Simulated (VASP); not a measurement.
VASP runs on Ag (fcc) share one base input (PBE GGA, plane waves, VASP's PBE PAW potentials (set 64)) and change the settings named in each case.

File KPOINTS:
```
K-points
0
G
  14 14 14
0 0 0
```

INCAR:
```
SYSTEM  =  Ag
PREC  =  Accurate; ENCUT  =  400; LREAL  =  .False.
LASPH  =  .True.
EDIFF  =  1E-6; NELM  =  100; ALGO  =  Normal
LMAXMIX  =  4
ISMEAR  =  1; SIGMA  =  0.1
GGA  =  PE
ISIF  =  2
LWAVE  =  .False.; LCHARG  =  .False.
```

File POSCAR:
```
Ag
1
    0.0000000000     2.0859000000     2.0859000000
    2.0859000000     0.0000000000     2.0859000000
    2.0859000000     2.0859000000     0.0000000000
Ag
1
Direct
  0.0000000000   0.0000000000   0.0000000000
```

POTCAR, in this order: Ag (PBE.64 set). Program: vasp_std.

```csv
change,E(σ→0) (eV/atom),pressure (GPa),−TS (eV),irreducible k-points
base run,-2.7154,-1.87,-0.0007,104
KPOINTS 1×1×1 Γ-centred mesh,-9.8461,-73.94,-0.0413,1
KPOINTS 5×5×5 Γ-centred mesh,-2.8298,-2.79,-0.0013,10
KPOINTS 6×6×6 Γ-centred mesh,-2.6490,-1.06,-0.0032,16
KPOINTS 12×12×12 Γ-centred mesh,?,?,?,72
KPOINTS 18×18×18 Γ-centred mesh,?,?,?,195
```

Problem. What belongs in the gaps?

Solution. 
- KPOINTS 18×18×18 Γ-centred mesh, E(σ→0) (eV/atom): -2.7186
- KPOINTS 18×18×18 Γ-centred mesh, pressure (GPa): -1.97
- KPOINTS 18×18×18 Γ-centred mesh, −TS (eV): -0.0001
- KPOINTS 12×12×12 Γ-centred mesh, E(σ→0) (eV/atom): -2.7122
- KPOINTS 12×12×12 Γ-centred mesh, pressure (GPa): -1.71
- KPOINTS 12×12×12 Γ-centred mesh, −TS (eV): -0.0004

Left out are runs that ran out of time, are held back, or changed the cell or the kind of run, fixed moments of cells without a moment, rows past the twelfth, gaps on odd meshes, pressures of charged cells and columns that move by less than the noise.

The compound is Ag in the fcc structure. The cell was not relaxed at this level.
